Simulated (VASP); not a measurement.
Al:

```
Al
1.0
     0.00000    2.02000    2.02000
     2.02000    0.00000    2.02000
     2.02000    2.02000    0.00000
Al
1
Direct
  0.00000 0.00000 0.00000
```

The cell was built by a generator and needn't be a form met in nature.

Base run:

* Program: VASP 6.6.1
* Functional: PBE
* Potentials or basis: VASP PAW PBE potentials, release 64 (Al)
* Cutoff: 520 eV
* k mesh: 26 × 26 × 26
* Occupations: methfessel-paxton, width 0.1 eV
* Spin: no spin polarisation

Its results: band gap on the k mesh none (metal or under the smearing width); pressure 0.0 GPa.

Task: After a change of settings the same cell gave: band gap on the k mesh none (metal or under the smearing width); pressure -1.4 GPa. Which change was it?
A. functional from PBE to LDA; potentials or basis from VASP PAW PBE potentials, release 64 (Al) to VASP PAW LDA potentials, release 64 (Al)
B. k mesh from 26 × 26 × 26 to 16 × 16 × 16
C. functional from PBE to PBEsol
D. k mesh from 26 × 26 × 26 to 36 × 36 × 36

Result: C.

PBEsol binds more tightly than PBE, so the same cell stands under less pressure.

Caveats: the PAW data sets were made with another functional, which shifts forces and pressure a little (some runs).
